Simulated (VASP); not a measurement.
Write the native input for VASP 6.6.1 that does the following.

```
Task                   : single point
Functional             : PBE
Potentials or basis    : VASP PAW PBE potentials, release 64 (K_sv, Pt)
Cutoff                 : 520 eV
k mesh                 : 21 × 21 × 10
Occupations            : gaussian, width 0.15 eV
Spin                   : no spin polarisation
Dipole correction      : no
Further INCAR settings : ALGO = Fast; EDIFF = 1e-07; NBANDS = 16
```

The structure of KPt lies in POSCAR:

```
KPt
1.0
    3.0008472788      0.0000000000      0.0000000000
   -1.5004236394      2.5988099763      0.0000000000
    0.0000000000      0.0000000000      5.3455780000
K Pt
1 1
Direct
    0.3333333333      0.6666666667      0.5000000000
    0.0000000000      0.0000000000      0.0000000000
```

The cell comes from a database or a generator and needn't be the stable form of this composition.

One way to write it, as run:

INCAR

```
SYSTEM = KPt
PREC     = Accurate       ! precision mode
ENCUT    = 520            ! plane-wave cutoff, eV
EDIFF    = 1E-7           ! SCF threshold, eV
ISMEAR   = 0              ! smearing method
SIGMA    = 0.15           ! smearing width, eV
LREAL    = .FALSE.        ! projectors in reciprocal space
LASPH    = .TRUE.         ! aspherical terms in the spheres
NELM     = 100            ! most SCF steps
ALGO     = Fast           ! electronic algorithm
ISIF     = 2              ! what is computed and relaxed
LWAVE    = .FALSE.        ! write WAVECAR
LCHARG   = .TRUE.         ! write CHGCAR
GGA      = PE             ! functional
LELF     = .TRUE.         ! ELF
LVHAR    = .TRUE.       
NBANDS   = 16             ! bands
```

KPOINTS

```
regular mesh
0
G
  21 21 10
  0 0 0
```

Potentials or basis: VASP PAW PBE potentials, release 64 (K_sv, Pt).

The run is started by

```sh
$ cat potpaw_PBE.64/K_sv/POTCAR potpaw_PBE.64/Pt/POTCAR > POTCAR
$ mpirun -np 1 vasp_std > vasp.out
```

It gave:

```json
{
  "Pressure": "0.4 GPa",
  "Band gap on the k mesh": "none (metal or under the smearing width)"
}
```

It took 3.5 min on 1 thread of Intel(R) Xeon(R) Platinum 8259CL CPU @ 2.50GHz (Skylake/Cascade Lake) (shared host), peak memory 0.32 GiB.
